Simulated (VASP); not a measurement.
Write the native input for VASP 6.6.1 that does the following.

| Property | Result |
| --- | --- |
| Task | single point |
| Functional | r2SCAN |
| Potentials or basis | VASP PAW PBE potentials, release 64 (Mg, Cd, O) |
| Cutoff | 520 eV |
| k mesh | 10 × 10 × 10 |
| Occupations | gaussian, width 0.03 eV |
| Spin | no spin polarisation |
| Further INCAR settings | ALGO = Normal; EDIFF = 1e-06 |

The structure of Mg2CdO3 lies in POSCAR:

```
Mg2CdO3
1.0
   -1.5590700000      2.2504500000      4.7422100000
    1.5590700000     -2.2504500000      4.7422100000
    1.5590700000      2.2504500000     -4.7422100000
Mg Cd O
2 1 3
Direct
    0.6686960000      0.6686960000      0.0000000000
    0.3313040000      0.3313040000      0.0000000000
    0.0000000000      0.0000000000      0.0000000000
    0.8138100000      0.3138100000      0.5000000000
    0.1861900000      0.6861900000      0.5000000000
    0.5000000000      0.0000000000      0.5000000000
```

The cell was built by a generator and needn't be a form met in nature.

The input as run:

INCAR

```
  ALGO = Normal
  EDIFF = 1E-6
  ENCUT = 520
  ISIF = 2
  ISMEAR = 0
  KPAR = 4
  LASPH = T
  LCHARG = F
  LMIXTAU = T
  LREAL = F
  LWAVE = F
  METAGGA = R2SCAN
  NELM = 150
  PREC = Accurate
  SIGMA = 0.03
```

KPOINTS

```
k-points
0
Gamma
  10 10 10
```

Potentials or basis: VASP PAW PBE potentials, release 64 (Mg, Cd, O).

The run is started by

```console
$ cat potpaw_PBE.64/Mg/POTCAR potpaw_PBE.64/Cd/POTCAR potpaw_PBE.64/O/POTCAR > POTCAR
$ mpirun -np 4 vasp_std > vasp.out
```

It gave:

| Quantity | Value |
| --- | --- |
| Pressure | -5.1 GPa |
| Largest force | 0.071 eV/Å |
| Band gap on the k mesh | 2.23 eV, indirect (least direct gap 2.93 eV) |

Caveat: the PAW data sets were made with another functional, which shifts forces and pressure a little.

Run time: 9.4 min on 4 MPI ranks on Intel(R) Xeon(R) Platinum 8488C (Sapphire Rapids), with other jobs on the host, peak memory 0.46 GiB a rank.
